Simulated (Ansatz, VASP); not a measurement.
# Cross-check of SnSe2 between VASP and Ansatz

Wanted: the spread between two codes on one cell, functional and k mesh. The cell is taken from a series of runs on this material, whose earlier steps may have relaxed, scaled, displaced or heated it; both programs get it as it stands.

Calculated with Ansatz 0.2.0; plane waves, with VASP 6.6.1 beside it; HSE06, spin-orbit coupling.

### 1. Set-up

The structure is trigonal, space group P-3m1 (No. 164). The conventional cell has a = 3.811 Å, b = 3.811 Å, c = 6.136 Å, α = 90.00°, β = 90.00°, γ = 120.00°. Sn has 6 Se at 2.72 Å nearest. Se has 3 Sn at 2.72 Å nearest. Farther neighbours and most contacts between anions are not listed.

### 2. Ansatz: single point, HSE06, spin-orbit coupling

Ansatz runs on its PAW fully relativistic soft_1 files.

With cell and atoms fixed, the geometry can't cause a difference; cores, projectors, grids and the points listed under the comparison can.

Contents of input.yaml:

```yaml
crystal:
  lattice:
    - [3.811, 0.0, 0.0]
    - [-1.9055, 3.3004228138, 0.0]
    - [0.0, 0.0, 6.136]
  atoms:
    - { symbol: Sn, position: [0.0, 0.0, 0.0] }
    - { symbol: Se, position: [0.3333333333, 0.6666666667, 0.2614399677] }
    - { symbol: Se, position: [0.6666666667, 0.3333333333, 0.7385600323] }
kpoints:
  mp_grid: { grid: [6, 6, 2] }
  band_path:
    path:
      - [0.0, 0.0, 0.0]
      - [0.5, 0.0, 0.0]
      - [0.33333333, 0.33333333, 0.0]
      - [0.0, 0.0, 0.5]
      - [0.5, 0.0, 0.5]
      - [0.33333333, 0.33333333, 0.5]
      - [0.0833333333, 0.0833333333, 0.0]
      - [0.5, 0.0, 0.35]
    npoints: 1
hamiltonian:
  xc: hse06
  pseudopotentials: { kind: paw_fr, azcp: { folder: soft_1 } }
scf:
  occupations: { method: fermi_dirac, width: 0.02 }
  n_extra_bands: 10
magnetization:
  noncollinear: true
  spin_orbit: true
output:
  eigenvalues: true
  write_density: true
  write_potential: true
  elf: true
  volumetric_format: npy
```

The run is started by

```sh
$ ansatz run input.yaml --threads 3 --pin off --max-ram 92160MiB --backend cuda --events-out ev --progress --plain --runs-dir out --devices 1 --max-vram 13GiB
```

Numbers of over 12 decimals in the logs are rounded to 6 here.

Log:

```text
scf.n_extra_bands = 10 over 46 filled bands (N_el = 46.0): the run solves 56 bands
GPUs: using 1 of 1 available (devices: 1).
Engine: ansatz 0.2.0, x86_64-unknown-linux-gnu
Pseudopotentials: kind: paw_fr
Pseudopotential: Sn, paw, valence charge 14, recommended cutoff 420 eV (normal), soft_1/Sn.paw.azcp
Pseudopotential: Se, paw, valence charge 16, recommended cutoff 420 eV (normal), soft_1/Se.paw.azcp
Functional definition: HSE06
  parameter a = 0.25
  parameter omega = 0.11/bohr
  exchange = pbe_x - a*pbe_x_sr(omega) + a*exact_x_sr(omega)
  correlation = pbe_c
non-collinear run that drives no moment, with spin-orbit: no starting moment large enough to seed its density (crystal.atoms[].spin), no starting occupations that ask for one, no magnetisation constraint and no magnetic field, so the semilocal B_xc is pinned to zero
device memory: the entry about to start is reckoned to put 2.7 GiB on a device that reports 50.7 GiB free (of which the cap on the GPU budget leaves the run 13.0 GiB)
GPU FFT provider: cuFFT
GPU libraries: cuBLAS 13.8.2, cuFFT 12.4.0, cuSOLVER 12.3.4
Crystal: 3 atoms, lattice volume = 77.178 Å³
Basis set: ecut = 420 eV, 1485 PW (Γ)
Bands: 56, of which v1, the nominal top of the filled ones, is band 46 counted from 1 (45 counted from 0)
Symmetry: 12 space group operations + 12 with time reversal
Magnetic group: BNS 164.86 (UNI 1316), of the structure as read, at distance tolerance 4.3e-5 Å
k-points: 14 of 72
Projection manifold: j_resolved (fully-relativistic pseudo-atomic orbitals)
Non-local potential: Sn, projectors of the file, resolved by j, l = 0: 2, l = 1: 4, l = 2: 4, l = 3: 2
Non-local potential: Se, projectors of the file, resolved by j, l = 0: 2, l = 1: 4, l = 2: 6, l = 3: 2
PAW form: soft (Blöchl's): semilocal exchange-correlation on the pseudo side does not see the compensation charge
PAW frozen core: Sn, regenerated for the run's functional, and the local potential with it (the file was generated under x = pbe(κ = 0.804, μ = 0.219515), c = pbe(β = 0.066725))
PAW frozen core: Se, regenerated for the run's functional, and the local potential with it (the file was generated under x = pbe(κ = 0.804, μ = 0.219515), c = pbe(β = 0.066725))
PAW one-centre angular grid: Sn, 590 points (default); XC on 207 of its mesh's 2787 points in the sphere
PAW one-centre angular grid: Se, 590 points (default); XC on 160 Gauss nodes
Initial density: superposition of atomic densities (chi_scale 0.1, normalization cell, long waves kept (reshape's long-wave potential 0.10 eV rms))
Initial wavefunctions: pseudopotential atomic-orbital guess
GPU buffer pool allocated for 32805 grid points (all kernels)
GPU transforms: local potential and band sums: pruned to the plane-wave sphere, on 25×25×45
Functional: x = pbe(κ = 0.804, μ = 0.219515), c = pbe(β = 0.066725), warm-up for x = pbe(κ = 0.804, μ = 0.219515) + 0.25 (exact − pbe) at short range (hse, ω = 0.207870 Å⁻¹), c = pbe(β = 0.066725); HSE06 as pw.x's `hse` composes it (authors' and Libxc's form: `xc: wpbeh`)
SCF iter   1: F=—  HF=-16966.280855 eV  |F-HF|=—  |Δ(HF+E_count)|=         —  Δρ=3.25e-2  dr2=1.68e0  dr2_m=0.00e0 (ungated)  ethr=1.00e-1  |M|=0.00e0 ∫|m|=0.00e0 μB  |m|>n=0.0e0 m-floor=0.0e0 τ_xc=0.0e0  β_m=0.30  ⟨swp⟩=5.6  Hψ=2604  notcnv=0
preconditioner: auto → none  [insulator: Δε(μ)=0.519 eV  Ē_g=9.786 eV  σ=0.020 eV  W_gap=1.00  n_scr=22 (ndim 8)  ℏωp=16.9 eV  f_vac=0.027  D(μ)=0.00/eV (n_scr^D=0)]
SCF iter   2: F=—  HF=-16965.926442 eV  |F-HF|=—  |Δ(HF+E_count)|=   3.54e-1  Δρ=1.90e-2  dr2=1.69e-1  dr2_m=0.00e0 (ungated)  ethr=3.64e-3  |M|=0.00e0 ∫|m|=0.00e0 μB  |m|>n=0.0e0 m-floor=0.0e0 τ_xc=0.0e0  β_m=0.31  ⟨swp⟩=4.6  Hψ=1976  notcnv=0  defer=5
SCF iter   3: F=—  HF=-16965.911322 eV  |F-HF|=—  |Δ(HF+E_count)|=   1.51e-2  Δρ=1.29e-2  dr2=7.22e-2  dr2_m=0.00e0 (ungated)  ethr=3.66e-4  |M|=0.00e0 ∫|m|=0.00e0 μB  |m|>n=0.0e0 m-floor=0.0e0 τ_xc=0.0e0  β_m=0.57  ⟨swp⟩=3.2  Hψ=1627  notcnv=0  defer=1
iter 4 solved again at ethr=8.52e-7 eV; its pass at ethr=1.57e-4 eV (dr2=3.92e-4 eV) is discarded
SCF iter   4: F=—  HF=-16965.902744 eV  |F-HF|=—  |Δ(HF+E_count)|=   8.58e-3  Δρ=9.24e-4  dr2=6.00e-4  dr2_m=0.00e0 (ungated)  ethr=8.52e-7  |M|=0.00e0 ∫|m|=0.00e0 μB  |m|>n=0.0e0 m-floor=0.0e0 τ_xc=0.0e0  β_m=0.50  ⟨swp⟩=5.4  Hψ=4728  notcnv=0  defer=2
eigensolver tolerance schedule calibrated: the retry pair's looser diagonalisation under-reported the residual by θ = 0.35 (0.15/decade); ethr = c·dr2/N_el runs at the constant in force after the calibration composes with the one it found (an armed cap, an earlier calibration), c = 4.3e-2
SCF iter   5: F=—  HF=-16965.902108 eV  |F-HF|=—  |Δ(HF+E_count)|=   6.36e-4  Δρ=5.41e-4  dr2=1.10e-4  dr2_m=0.00e0 (ungated)  ethr=5.56e-7  |M|=0.00e0 ∫|m|=0.00e0 μB  |m|>n=0.0e0 m-floor=0.0e0 τ_xc=0.0e0  β_m=0.75  ⟨swp⟩=3.5  Hψ=2106  notcnv=0
[...]
Initial density: handed on by an earlier stage of this run
Initial wavefunctions: those handed on with the density
GPU buffer pool allocated for 32805 grid points (all kernels)
GPU transforms: local potential and band sums: pruned to the plane-wave sphere, on 25×25×45
[...]
SCF iter   2: F=—  HF=-16966.909006 eV  |F-HF|=—  |Δ(HF+E_count)|=   1.06e-2  Δρ=3.23e-3  dr2=6.07e-3  dr2_m=0.00e0 (ungated)  ethr=3.83e-7  |M|=0.00e0 ∫|m|=0.00e0 μB  |m|>n=0.0e0 m-floor=0.0e0 τ_xc=0.0e0  β_m=0.60  ⟨swp⟩=4.7  Hψ=3124  notcnv=0
SCF iter   3: F=—  HF=-16966.906097 eV  |F-HF|=—  |Δ(HF+E_count)|=   2.91e-3  Δρ=1.05e-3  dr2=1.66e-3  dr2_m=0.00e0 (ungated)  ethr=3.83e-7  |M|=0.00e0 ∫|m|=0.00e0 μB  |m|>n=0.0e0 m-floor=0.0e0 τ_xc=0.0e0  β_m=0.63  ⟨swp⟩=4.0  Hψ=3072  notcnv=0
SCF iter   4: F=—  HF=-16966.918475 eV  |F-HF|=—  |Δ(HF+E_count)|=   1.24e-2  Δρ=8.61e-4  dr2=4.10e-4  dr2_m=0.00e0 (ungated)  ethr=3.03e-7  |M|=0.00e0 ∫|m|=0.00e0 μB  |m|>n=0.0e0 m-floor=0.0e0 τ_xc=0.0e0  β_m=0.63  ⟨swp⟩=4.1  Hψ=3124  notcnv=0
SCF iter   5: F=—  HF=-16966.918367 eV  |F-HF|=—  |Δ(HF+E_count)|=   1.07e-4  Δρ=1.38e-4  dr2=4.01e-5  dr2_m=0.00e0 (ungated)  ethr=3.03e-7  |M|=0.00e0 ∫|m|=0.00e0 μB  |m|>n=0.0e0 m-floor=0.0e0 τ_xc=0.0e0  β_m=0.82  ⟨swp⟩=3.0  Hψ=1760  notcnv=0
SCF iter   6: F=—  HF=-16966.918570 eV  |F-HF|=—  |Δ(HF+E_count)|=   2.03e-4  Δρ=1.33e-4  dr2=1.82e-5  dr2_m=0.00e0 (ungated)  ethr=8.12e-9  |M|=0.00e0 ∫|m|=0.00e0 μB  |m|>n=0.0e0 m-floor=0.0e0 τ_xc=0.0e0  β_m=0.82  ⟨swp⟩=4.4  Hψ=2928  notcnv=0
SCF iter   7: F=-16966.918564 eV  HF=-16966.918565 eV  |F-HF|=8.66e-7  |Δ(HF+E_count)|=   5.72e-6  Δρ=2.51e-5  dr2=2.84e-6  dr2_m=0.00e0 (ungated)  ethr=8.12e-9  |M|=0.00e0 ∫|m|=0.00e0 μB  |m|>n=0.0e0 m-floor=0.0e0 τ_xc=0.0e0  ⟨swp⟩=4.0  Hψ=1950  notcnv=0
SCF 2 stopped early in 7 iterations: F = -16966.918564 eV  dr2 = 2.84e-6
  greatest PAW one-centre occupation: 0.999 electrons in one spin orbital (limit 2), on the Se atom at site 2 (counted from 0), in its partial waves of l = 2
hybrid outer 1: dexx = +1.386e-2 eV, tail = 1.56e-4 eV
GPU FFT provider: cuFFT
GPU libraries: cuBLAS 13.8.2, cuFFT 12.4.0, cuSOLVER 12.3.4
Projection manifold: j_resolved (fully-relativistic pseudo-atomic orbitals)
GPU buffer pool allocated for 32805 grid points (all kernels)
GPU transforms: local potential and band sums: pruned to the plane-wave sphere, on 25×25×45
Exchange kernel: α = 0.2500, screened, ω = 0.2079 Å⁻¹, Wigner–Seitz truncation, v(0) = 1025.4449 eV·Å³, q-mesh 6×6×2, nearest image of the exchange supercell L = 12.27 Å, pair-density grid 24×24×45, without the augmentation charges, whose exchange is taken in its separable form by FFT convolution over the k-point mesh (Sn's pseudopotential file has no solved pseudo-atom that serves an estimate to size it by: one that folds nothing), smooth part of the exact exchange by density-matrix convolution in up to 4.11 GiB of GPU memory as planned if the GPU has room (build and FFT work areas not counted)
Frozen-core exchange: fock
SCF iter   1: F=—  HF=-16966.918629 eV  |F-HF|=—  |Δ(HF+E_count)|=         —  Δρ=5.41e-5  dr2=2.09e-6  dr2_m=0.00e0 (ungated)  ethr=1.69e-6  |M|=0.00e0 ∫|m|=0.00e0 μB  |m|>n=0.0e0 m-floor=0.0e0 τ_xc=0.0e0  β_m=0.30  ⟨swp⟩=2.6  Hψ=1590  notcnv=0
preconditioner: auto → none  [insulator: Δε(μ)=1.219 eV  Ē_g=11.220 eV  σ=0.020 eV  W_gap=1.00  n_scr=22 (ndim 8)  ℏωp=16.9 eV  f_vac=0.056  D(μ)=0.00/eV (n_scr^D=0)]
SCF iter   2: F=—  HF=-16966.918632 eV  |F-HF|=—  |Δ(HF+E_count)|=   2.42e-6  Δρ=3.95e-5  dr2=7.01e-7  dr2_m=0.00e0 (ungated)  ethr=4.28e-9  |M|=0.00e0 ∫|m|=0.00e0 μB  |m|>n=0.0e0 m-floor=0.0e0 τ_xc=0.0e0  β_m=0.65  ⟨swp⟩=4.0  Hψ=2622  notcnv=0
iter 3 solved again at ethr=3.76e-11 eV; its pass at ethr=1.26e-9 eV (dr2=1.73e-8 eV) is discarded
SCF iter   3: F=—  HF=-16966.918632 eV  |F-HF|=—  |Δ(HF+E_count)|=   1.11e-7  Δρ=4.94e-6  dr2=1.19e-7  dr2_m=0.00e0 (ungated)  ethr=3.76e-11  |M|=0.00e0 ∫|m|=0.00e0 μB  |m|>n=0.0e0 m-floor=0.0e0 τ_xc=0.0e0  β_m=0.64  ⟨swp⟩=4.6  Hψ=3336  notcnv=0  defer=14
SCF iter   4: F=-16966.918632 eV  HF=-16966.918632 eV  |F-HF|=4.35e-8  |Δ(HF+E_count)|=   8.10e-7  Δρ=6.37e-6  dr2=4.71e-8  dr2_m=0.00e0 (ungated)  ethr=3.59e-11  |M|=0.00e0 ∫|m|=0.00e0 μB  |m|>n=0.0e0 m-floor=0.0e0 τ_xc=0.0e0  ⟨swp⟩=4.5  Hψ=3060  notcnv=0
SCF 3 converged in 4 iterations: F = -16966.918632 eV  dr2 = 4.71e-8
hybrid outer 2: dexx = +1.040e-6 eV, tail = 1.74e-7 eV, Δε = 1.79e-3 eV (about 1.32e-4 eV left of the loop's levels)
device memory: the entry about to start is reckoned to put 1.0 GiB on a device that reports 55.0 GiB free (of which the cap on the GPU budget leaves the run 13.0 GiB)
NSCF: frozen V_eff on 8 k-points
hybrid SCF converged: 2 outer / 11 inner (+6 warm-up), last move |dexx| = 1.04e-6 eV, tail = 1.74e-7 eV
Magnetization: |M| = 0.0000 μB,  M = (+0.0000, +0.0000, +0.0000) μB
Absolute magnetization: 0.0000 μB (∫|m|)
  site 0: m = (+0.0000, +0.0000, +0.0000) μB, |m| = 0.0000 μB  (R = 1.12 Å)
  site 1: m = (+0.0000, +0.0000, +0.0000) μB, |m| = 0.0000 μB  (R = 1.12 Å)
  site 2: m = (+0.0000, +0.0000, +0.0000) μB, |m| = 0.0000 μB  (R = 1.12 Å)
Free energy (F): -16966.918633 eV
Frozen-core exchange: fock
Harris-Foulkes:  -16966.918633 eV  (|F-HF|=4.35e-8)
Internal energy: -16966.918633 eV  (E = F + TS)
E sigma→0 (E₀):  -16966.918633 eV
Fermi energy:    8.108696 eV
--- Per-component energies (eV) ---
  E_band       = -993.144828
  E_kinetic    = 387.998502
  E_local      = -6540.278637  (includes V_loc(G=0)·N_el)
  E_nonlocal   = -567.784649
  E_hartree    = 3407.419812
  E_xc         = -238.131724
  E_vxc        = -209.353726  (∫ρ·V_xc dr)
  E_exx        = -172.884532  (= α·E_x^exact, valence–valence)
  E_paw        = -8517.191348  (= ΣΔE_a)
  E_vpaw       = -532.798210  (= ΣTr[D̂ρ^β])
  E_aug_tail   = -0.000476  (compensation charges beyond the density's cutoff)
  E_ewald      = -4724.188291
  E_core_change = -1.877289  (= ΣΔE_core)
  E_smearing   = -0.000000  (= −TS)
  E_closure    = 0.000000  (closes the sum)
  Σ components = -16966.918633   (vs F -16966.918633, Δ=0.00e0)
--- Band table (eV; the first three rows and the last of 14) ---
  k-point 0: bands = [... 42 lower, 7.2476, 7.2476, 7.3493, 7.3493, 9.1332, 9.1332, 11.3249, 11.3249, ... 6 higher]
  k-point 1: bands = [... 42 lower, 7.1522, 7.1522, 7.4800, 7.4800, 10.8082, 10.8082, 11.2004, 11.2004, ... 6 higher]
  k-point 2: bands = [... 42 lower, 7.2338, 7.2338, 7.4911, 7.4911, 10.3815, 10.3815, 11.9505, 11.9505, ... 6 higher]
  k-point 13: bands = [... 42 lower, 6.9272, 6.9272, 7.0364, 7.0364, 10.4918, 10.4918, 12.4774, 12.4774, ... 6 higher]
```

In the SCF lines HF is the Harris–Foulkes energy and dr2 the Hartree energy of the density residual, in eV; the loop may stop once dr2 is under the threshold and the program's other checks hold. Hψ counts applications of the Hamiltonian.

[end of part 1 of 2]

[Lines on the potential files, build, host, timing and source positions are cut from VASP's logs without a mark.]

[Logs are printed without paths, hosts, clocks, repeated set-up lines and the standing remarks that a program may print on its own settings, such as how far it seeks lower states.]

[Hosts, paths, dates, database ids (printed as entryN), source tags and the programs' standing remarks are cut or masked in the printed files.]
